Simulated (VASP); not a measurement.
```yaml
crystal:
  lattice:
    - [4.97130, 0.00000, 0.00000]
    - [0.00000, 7.88143, 0.00000]
    - [0.00000, 0.00000, 2.70126]
  atoms:
    - { symbol: Se, position: [0.67073, 0.39972, 0.26505] }
    - { symbol: Se, position: [0.32927, 0.60028, 0.26505] }
    - { symbol: Se, position: [0.17073, 0.10028, 0.73495] }
    - { symbol: Se, position: [0.82927, 0.89972, 0.73495] }
```

The numbers are results of r2SCAN meta-GGA, VASP's PBE PAW potentials (set 64) (plane waves; VASP), not measurements. Run with 400 eV cut-off, 7×5×13 Γ-centred mesh, tetrahedra with Blöchl corrections, potentials Se.

For a metal the tetrahedron method with Blöchl corrections gives inexact stress and forces.

Problem. Which forces act on the atoms, in eV/Å?

Solution. 
```
atom      Fx      Fy     Fz
----  ------  ------  -----
Se1   -0.157   0.126  0.000
Se2    0.157  -0.126  0.000
Se3   -0.157  -0.126  0.000
Se4    0.157   0.126  0.000
```

Problem. Give the stress tensor in GPa (positive for a compressed cell).

Solution. 
```
-1.49   0.00   0.00
 0.00  -1.21   0.00
 0.00   0.00   4.53
```
The pressure is its mean diagonal, 0.61 GPa.

The structure comes from a computed database's Se entry (P2_12_12); how it stands against other phases isn't given here. It was relaxed first.
